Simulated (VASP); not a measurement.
A run of VASP 6.6.1 is set up as follows.

Contents of INCAR:

```
  PREC = Normal
  ENCUT = 520
  EDIFF = 1E-4
  ISMEAR = 0
  SIGMA = 0.15
  LREAL = False
  LASPH = True
  NELM = 60
  ALGO = Fast
  ISIF = 3
  LWAVE = False
  LCHARG = False
  GGA = PE
  IBRION = 2
  NSW = 24
  EDIFFG = -0.08
  KPAR = 2
```

Contents of KPOINTS:

```
regular mesh
0
Gamma
  4 4 2
```

The input POSCAR:

```
Be2CdS3
1.0
    4.1051659400      0.0000000000      0.0000000000
   -2.0525829700      3.5551779900      0.0000000000
    0.0000000000      0.0000000000      8.1309487700
Be Cd S
2 1 3
Direct
    0.3333333300      0.6666666700      0.0000000000
    0.6666666700      0.3333333300      0.0000000000
    0.0000000000      0.0000000000      0.5000000000
    0.0000000000      0.0000000000      0.2338276400
    0.0000000000      0.0000000000      0.7661723600
    0.0000000000      0.0000000000      0.0000000000
```

Potentials or basis: VASP PAW PBE potentials, release 64 (Be, Cd, S).

Command:

```console
$ cat potpaw_PBE.64/Be/POTCAR potpaw_PBE.64/Cd/POTCAR potpaw_PBE.64/S/POTCAR > POTCAR
$ mpirun -np 2 vasp_std > vasp.out
```

(1) What does it give for the band gap on the k mesh?

(2) What does it give for the relaxed cell?

(3) Predict the relaxed volume.

Results:

(1) none (metal or under the smearing width).

(2) a = 3.873 Å, b = 3.873 Å, c = 9.601 Å, α = 90.00°, β = 90.00°, γ = 120.00°.

(3) 20.79 Å³/atom.

Caveat: the k mesh is coarse (spacing up to 0.44 Å⁻¹), so the values aren't converged.
